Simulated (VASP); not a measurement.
Level of theory: PBE GGA, VASP's PBE PAW potentials (set 64) (plane waves; VASP 6.6.1).

A VASP calculation is set up with these files.

**POSCAR**
```
GaN
1
    3.2196550542     0.0000000000     0.0000000000
   -1.6098275271     2.7883030293     0.0000000000
    0.0000000000     0.0000000000     5.2405982398
Ga N
2 2
Direct
  0.3333330000   0.6666670000   0.0000461871
  0.6666670000   0.3333330000   0.5000461871
  0.3333330000   0.6666670000   0.3769538129
  0.6666670000   0.3333330000   0.8769538129
```

**INCAR**
```
ISIF = 3
NSW = 60   ! most ionic steps
SIGMA = 0.05
ISMEAR = 0   ! Gaussian
SYSTEM = GaN
PREC = Accurate
NELM = 100   ! most electronic steps
EDIFF = 1E-6   ! SCF stop (eV)
ALGO = Normal
LCHARG = .False.
LWAVE = .False.
LREAL = .False.
LASPH = .True.   ! aspherical one-centre terms
LMAXMIX = 4
ENCUT = 530   ! plane-wave cut-off (eV)
EDIFFG = -0.02
GGA = PE
IBRION = 2
```

### KPOINTS
```
Automatic mesh
0
Gamma
7 7 4
0 0 0
```

POTCAR, in this order: Ga_d N (PBE.64 set). Program: vasp_std.

Output

### OSZICAR
```
       N       E                     dE             d eps       ncg     rms          rms(c)
DAV:   1     0.285056346846E+03    0.28506E+03   -0.18801E+04  1080   0.309E+03
DAV:   2     0.697707876061E+01   -0.27808E+03   -0.26967E+03  1188   0.543E+02
DAV:   3    -0.267745466984E+02   -0.33752E+02   -0.33442E+02  1182   0.156E+02
DAV:   4    -0.282335026098E+02   -0.14590E+01   -0.14548E+01  1498   0.340E+01
DAV:   5    -0.282531714005E+02   -0.19669E-01   -0.19660E-01  1190   0.364E+00    0.108E+01
DAV:   6    -0.242254839889E+02    0.40277E+01   -0.15372E+01  1874   0.566E+01    0.312E+00
DAV:   7    -0.243481275160E+02   -0.12264E+00   -0.17057E+00  1196   0.111E+01    0.268E+00
DAV:   8    -0.243489300613E+02   -0.80255E-03   -0.29501E-01  1766   0.818E+00    0.899E-01
DAV:   9    -0.243251885935E+02    0.23741E-01   -0.11949E-01  1908   0.576E+00    0.349E-01
DAV:  10    -0.243261871860E+02   -0.99859E-03   -0.61208E-03  1222   0.838E-01    0.157E-01
DAV:  11    -0.243261402233E+02    0.46963E-04   -0.14557E-03  1592   0.697E-01    0.292E-02
DAV:  12    -0.243261536091E+02   -0.13386E-04   -0.19209E-04  1172   0.102E-01    0.144E-02
DAV:  13    -0.243261538909E+02   -0.28183E-06   -0.36348E-05  1510   0.138E-01    0.596E-03
DAV:  14    -0.243261542011E+02   -0.31022E-06   -0.40710E-06  1210   0.386E-02
   1 F= -.24326154E+02 E0= -.24326154E+02  d E =-.243262E+02
```

**OUTCAR**
```
------------------------ aborting loop because EDIFF is reached ----------------------------------------
  FORCE on cell =-STRESS in cart. coord.  units (eV):
  Direction    XX          YY          ZZ          XY          YZ          ZX
  --------------------------------------------------------------------------------------
  Total       -0.0220406     -0.0220406      0.0458336      0.0000000      0.0000000      0.0000000
  in kB       -0.7505925     -0.7505925      1.5608610      0.0000000      0.0000000      0.0000000
  external PRESSURE =       0.0198920 kB  Pullay stress =       0.0000000 kB
  volume of cell :       47.05
      direct lattice vectors                 reciprocal lattice vectors
     3.219655054  0.000000000  0.000000000     0.310592279  0.179320538  0.000000000
    -1.609827527  2.788303029  0.000000000     0.000000000  0.358641076  0.000000000
     0.000000000  0.000000000  5.240598240     0.000000000  0.000000000  0.190817909
  FREE ENERGIE OF THE ION-ELECTRON SYSTEM (eV)
  ---------------------------------------------------
  free  energy   TOTEN  =       -24.3261542011 eV

  energy  without entropy=      -24.3261542011  energy(sigma->0) =      -24.32615420

 reached required accuracy - stopping structural energy minimisation
```
(Selected blocks of OUTCAR.)

File OUTCAR:
```
 val. band max:        5.0048979005   @ k =   0.0000   0.0000   0.0000

 cond. band min:       6.7213220891   @ k =   0.0000   0.0000   0.0000


 Fermi energy:         5.2714329316

 k-point     1 :       0.0000    0.0000    0.0000
  band No.  band energies     occupation
      1     -10.7266      2.00000
      2      -9.9042      2.00000
      3      -8.4142      2.00000
      4      -8.4001      2.00000
      5      -8.4001      2.00000
      6      -8.3443      2.00000
      7      -8.3443      2.00000
      8      -8.1704      2.00000
      9      -8.1704      2.00000
     10      -8.0802      2.00000
     11      -8.0802      2.00000
     12      -6.8398      2.00000
     13      -1.8490      2.00000
     14       4.0071      2.00000
     15       4.0071      2.00000
     16       4.9743      2.00000
     17       5.0049      2.00000
     18       5.0049      2.00000
     19       6.7213      0.00000
     20       9.0595      0.00000
     21      14.0342      0.00000
     22      14.7252      0.00000

 k-point     2 :       0.1429   -0.0000    0.0000
  band No.  band energies     occupation
      1     -10.5468      2.00000
      2      -9.8625      2.00000
      3      -8.3934      2.00000
      4      -8.3754      2.00000
      5      -8.3364      2.00000
      6      -8.3146      2.00000
      7      -8.3091      2.00000
      8      -8.1851      2.00000
      9      -8.1705      2.00000
     10      -8.1065      2.00000
     11      -8.0763      2.00000
     12      -6.7064      2.00000
     13      -1.5734      2.00000
     14       2.7140      2.00000
     15       3.5922      2.00000
     16       3.6311      2.00000
     17       4.7759      2.00000
     18       4.8306      2.00000
     19       7.9971      0.00000
     20      10.0994      0.00000
     21      13.2993      0.00000
     22      13.9045      0.00000

 k-point     3 :       0.2857    0.0000    0.0000
  band No.  band energies     occupation
      1     -10.1720      2.00000
...
```

The compound is GaN in the wurtzite structure. It was relaxed first. The start is the result of an earlier pass.
